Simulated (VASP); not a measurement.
Computed with LDA (Ceperley-Alder, Perdew-Zunger), VASP's LDA PAW potentials (set 64) (plane waves; VASP).

The input files of a VASP run:

**POSCAR**
```
BaF2
1.0
  0.0000000000   3.0455157991   3.0455157991
  3.0455157991   0.0000000000   3.0455157991
  3.0455157991   3.0455157991   0.0000000000
Ba F
1 2
Direct
  0.0000000000   0.0000000000   0.0000000000
  0.2500000000   0.2500000000   0.2500000000
  0.7500000000   0.7500000000   0.7500000000
```

File KPOINTS:
```
Automatic mesh
0
gamma
  7 7 7
0 0 0
```

### INCAR
```
! general
SYSTEM  = BaF2
PREC    = Accurate
ENCUT   = 520
LREAL   = .FALSE.
LASPH   = .TRUE.

! electronic loop
EDIFF   = 1E-7
NELM    = 100
ALGO    = Normal
LMAXMIX = 4

! smearing
ISMEAR  = -5

! ions
ISIF    = 2

! output
LWAVE   = .FALSE.
LCHARG  = .TRUE.
LORBIT  = 11
NEDOS   = 601
```

POTCAR, in this order: Ba_sv F (LDA.64 set). Program: vasp_std.

Question: Predict the energy per atom (σ→0).

Answer: 
```json
{
 "energy per atom (σ→0)": "-6.209 eV/atom"
}
```

File OSZICAR:
```
...
DAV:   8    -0.186245176844E+02    0.30840E-01   -0.49683E-02   728   0.250E+00    0.300E-01
DAV:   9    -0.186254374102E+02   -0.91973E-03   -0.12240E-02   864   0.712E-01    0.131E-01
DAV:  10    -0.186261072586E+02   -0.66985E-03   -0.20741E-03   664   0.338E-01    0.417E-02
DAV:  11    -0.186260808174E+02    0.26441E-04   -0.36613E-04   856   0.141E-01    0.183E-02
DAV:  12    -0.186260819442E+02   -0.11267E-05   -0.61295E-05   672   0.569E-02    0.860E-03
DAV:  13    -0.186260805843E+02    0.13599E-05   -0.83164E-06   832   0.216E-02    0.670E-04
DAV:  14    -0.186260805860E+02   -0.17521E-08   -0.13507E-07   624   0.328E-03
   1 F= -.18626081E+02 E0= -.18626081E+02  d E =0.000000E+00
```

The compound is BaF2 in the fluorite structure. It was relaxed first, which changed the volume by -5 %.
